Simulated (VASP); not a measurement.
A convergence study with VASP on CoGa (CsCl type): one setting is varied, all else stays as given below, so the limit is that of these other settings. Each run relaxes cell and ions from the cell shown.

```yaml
crystal:
  lattice:
    - [2.88000, 0.00000, 0.00000]
    - [0.00000, 2.88000, 0.00000]
    - [0.00000, 0.00000, 2.88000]
  atoms:
    - { symbol: Ga, position: [0.50000, 0.50000, 0.50000] }
    - { symbol: Co, position: [0.00000, 0.00000, 0.00000] }
```

Level of theory: PBE GGA, VASP's PBE PAW potentials (set 64) (plane waves; VASP). The tightest run used: 550 eV cut-off, 17×17×17 Γ-centred mesh, first-order Methfessel-Paxton smearing of 0.10 eV, potentials Ga_d Co.

| setting | relaxed volume (Å³/atom) | E (eV/atom) | irreducible k-points |
|---|---|---|---|
| 2×2×2 mesh | 12.031 | -5.2272 | 4 |
| 3×3×3 mesh | 11.898 | -5.2583 | 4 |
| 4×4×4 mesh | 12.024 | -5.2070 | 10 |

**Question.** These are the cheaper rows. Estimate the results at 17×17×17 mesh, and how far the last row shown lies from them.

**Answer.** 
```json
[
 {"quantity": "relaxed volume (Å³/atom)", "tightest run": "11.972", "last row shown is off by": "0.053"},
 {"quantity": "E (eV/atom)", "tightest run": "-5.2391", "last row shown is off by": "0.0321"}
]
```

Left out are rungs that failed or repeat a setting and relaxations that didn't move; long series are thinned to 24 rows.

The compound is CoGa in the CsCl type structure. The run is not spin-polarised, so no magnetic state was tried.
